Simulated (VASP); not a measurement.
An input for Quantum ESPRESSO's pw.x (written as the equivalent of a VASP run, and not itself run):

```
&CONTROL
  calculation = 'vc-relax'
  pseudo_dir = './pseudo'
  outdir = './out'
  tprnfor = .true.
  tstress = .true.
  nstep = 60
  forc_conv_thr = 0.00039
/
&SYSTEM
  ibrav = 0
  nat = 2
  ntyp = 2
  ecutwfc = 86
  occupations = 'smearing'
  smearing = 'gaussian'
  degauss = 0.003675
  input_dft = 'pz'
/
&ELECTRONS
  conv_thr = 7.3e-08
  electron_maxstep = 100
/
&IONS
/
&CELL
/
ATOMIC_SPECIES
  Mg 24.305 Mg.upf
  Se 78.971 Se.upf
CELL_PARAMETERS angstrom
     0.0000000    2.6915963    2.6915963
     2.6915963   -0.0000000    2.6915963
     2.6915963    2.6915963   -0.0000000
ATOMIC_POSITIONS crystal
  Mg   0.0000000  0.0000000  0.0000000
  Se   0.5000000  0.5000000  0.5000000
K_POINTS automatic
  8 8 8 0 0 0
```

**Question.** Write the VASP files for the same calculation (LDA).

**Answer.** Several could match; the one computed here: 
**POSCAR**
```
MgSe
1.0
  0.0000000000   2.6915963187   2.6915963187
  2.6915963187   0.0000000000   2.6915963187
  2.6915963187   2.6915963187   0.0000000000
Mg Se
1 1
Direct
  0.0000000000   0.0000000000   0.0000000000
  0.5000000000   0.5000000000   0.5000000000
```

**KPOINTS**
```
Automatic mesh
0
Gamma
8 8 8
0 0 0
```

INCAR:
```
PREC=Accurate
SYSTEM=MgSe
IBRION=2   ! conjugate gradients
LMAXMIX=4   ! l cut-off of mixed one-centre charges
EDIFF=1E-6   ! SCF stop (eV)
EDIFFG=-0.01   ! ionic stop
LREAL=.FALSE.
ISIF=3
LASPH=.TRUE.
ENCUT=400   ! plane-wave cut-off (eV)
ALGO=Normal
SIGMA=0.05
ISMEAR=0
LWAVE=.FALSE.
NSW=60
LCHARG=.FALSE.
NELM=100   ! most electronic steps
```

POTCAR, in this order: Mg Se (LDA.64 set). Program: vasp_std.

Limits of the translation: the potentials are each code's own (VASP's PAW set, PseudoDojo norm-conserving files in pw.x), so ENCUT and ecutwfc are chosen apart and not converted; conv_thr bounds pw.x's estimated SCF error, while EDIFF bounds the energy change between steps; forc_conv_thr acts on force components and is met together with etot_conv_thr.

The structure comes from a computed database's MgSe entry (Fm-3m); how it stands against other phases isn't given here. It was relaxed first. The start is the result of an earlier pass.
